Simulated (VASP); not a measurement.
Method: LDA (Ceperley-Alder, Perdew-Zunger), VASP's LDA PAW potentials (set 64) (plane waves; VASP).

VASP input:

### POSCAR
```
KBr
1
    0.0000000000     3.1906055957     3.1906055957
    3.1906055957     0.0000000000     3.1906055957
    3.1906055957     3.1906055957     0.0000000000
K Br
1 1
Direct
  0.0000000000   0.0000000000   0.0000000000
  0.5000000000   0.5000000000   0.5000000000
```

INCAR:
```
SYSTEM = KBr
PREC = Accurate
ENCUT = 520
EDIFF = 1E-7
NELM = 100
ALGO = Normal
LREAL = .FALSE.
LASPH = .TRUE.
ISMEAR = -5
LMAXMIX = 4
LWAVE = .FALSE.
LCHARG = .TRUE.
LORBIT = 11
NEDOS = 601
ISIF = 2
```

**KPOINTS**
```
Automatic mesh
0
Gamma
8 8 8
0 0 0
```

POTCAR, in this order: K_sv Br (LDA.64 set). Program: vasp_std.

What VASP printed:

File OSZICAR:
```
       N       E                     dE             d eps       ncg     rms          rms(c)
DAV:   1     0.105392945907E+03    0.10539E+03   -0.70650E+03   696   0.118E+03
DAV:   2    -0.611998161767E+00   -0.10600E+03   -0.98562E+02   868   0.288E+02
DAV:   3    -0.676603645015E+01   -0.61540E+01   -0.61156E+01   904   0.607E+01
DAV:   4    -0.700461541112E+01   -0.23858E+00   -0.23833E+00  1172   0.114E+01
DAV:   5    -0.700641368300E+01   -0.17983E-02   -0.17982E-02   920   0.100E+00    0.399E+00
DAV:   6    -0.685534439743E+01    0.15107E+00   -0.23683E-01   824   0.273E+00    0.287E+00
DAV:   7    -0.683402371802E+01    0.21321E-01   -0.94904E-02   880   0.189E+00    0.127E+00
DAV:   8    -0.683462501480E+01   -0.60130E-03   -0.10077E-02   976   0.913E-01    0.153E-01
DAV:   9    -0.683462800768E+01   -0.29929E-05   -0.21963E-04   928   0.104E-01    0.614E-02
DAV:  10    -0.683468656512E+01   -0.58557E-04   -0.56714E-05   916   0.512E-02    0.193E-02
DAV:  11    -0.683468629655E+01    0.26857E-06   -0.35162E-06   924   0.142E-02    0.306E-03
DAV:  12    -0.683468659082E+01   -0.29426E-06   -0.26498E-07   880   0.500E-03    0.121E-03
DAV:  13    -0.683468659072E+01    0.95497E-10   -0.87774E-09   612   0.105E-03
   1 F= -.68346866E+01 E0= -.68346866E+01  d E =0.000000E+00
```

File OUTCAR:
```
------------------------ aborting loop because EDIFF is reached ----------------------------------------
  FORCE on cell =-STRESS in cart. coord.  units (eV):
  Direction    XX          YY          ZZ          XY          YZ          ZX
  --------------------------------------------------------------------------------------
  Total        0.0011285      0.0011285      0.0011285     -0.0000000      0.0000000      0.0000000
  in kB        0.0278328      0.0278328      0.0278328     -0.0000000      0.0000000      0.0000000
  external PRESSURE =       0.0278328 kB  Pullay stress =       0.0000000 kB
  volume of cell :       64.96
      direct lattice vectors                 reciprocal lattice vectors
     0.000000000  3.190605596  3.190605596    -0.156710062  0.156710062  0.156710062
     3.190605596  0.000000000  3.190605596     0.156710062 -0.156710062  0.156710062
     3.190605596  3.190605596  0.000000000     0.156710062  0.156710062 -0.156710062
  FREE ENERGIE OF THE ION-ELECTRON SYSTEM (eV)
  ---------------------------------------------------
  free  energy   TOTEN  =        -6.8346865907 eV

  energy  without entropy=       -6.8346865907  energy(sigma->0) =       -6.83468659

 total charge

# of ion       s       p       d       tot
------------------------------------------
    1        1.959   5.565   0.034   7.558
    2        1.601   3.294   0.002   4.896
--------------------------------------------------
tot          3.559   8.859   0.035  12.454
```
(Selected blocks of OUTCAR.)

The compound is KBr in the rock salt structure. It was relaxed first, which changed the volume by -10 %.
